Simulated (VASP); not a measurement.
Given:

```
CELL_PARAMETERS angstrom
      0.00000     2.85189     2.85189
      2.85189     0.00000     2.85189
      2.85189     2.85189     0.00000
ATOMIC_POSITIONS crystal
  Li 0.25000 0.25000 0.25000
  Li 0.75000 0.75000 0.75000
  S  0.00000 0.00000 0.00000
```

Method: PBE GGA, VASP's PBE PAW potentials (set 64) (plane waves; VASP 6.6.1). Numerical set-up: 620 eV cut-off, 7×7×7 Γ-centred mesh, Gaussian smearing of 0.050 eV, potentials Li_sv S.

Energy and stress use the plane-wave basis of the starting cell.

Q: The ions, cell shape and volume at an external pressure of 5.0 GPa are relaxed. What does this cell relax into?

A: 
```
CELL_PARAMETERS angstrom
      0.00000     2.75711     2.75711
      2.75711     0.00000     2.75711
      2.75711     2.75711     0.00000
ATOMIC_POSITIONS crystal
  Li 0.25000 0.25000 0.25000
  Li 0.75000 0.75000 0.75000
  S  0.00000 0.00000 0.00000
```
Space group Fm-3m (225), at a tolerance of 0.03 Å.

Q: How do energy and volume change from the first to the last step?

A: The energy (σ→0) changes by +20.4 meV/atom and the volume by -9.6 %, in 3 ionic steps.

The compound is Li2S in the antifluorite structure. This run relaxes it under an external pressure of 5 GPa. Symmetry was kept, so distortions that lower it aren't found.
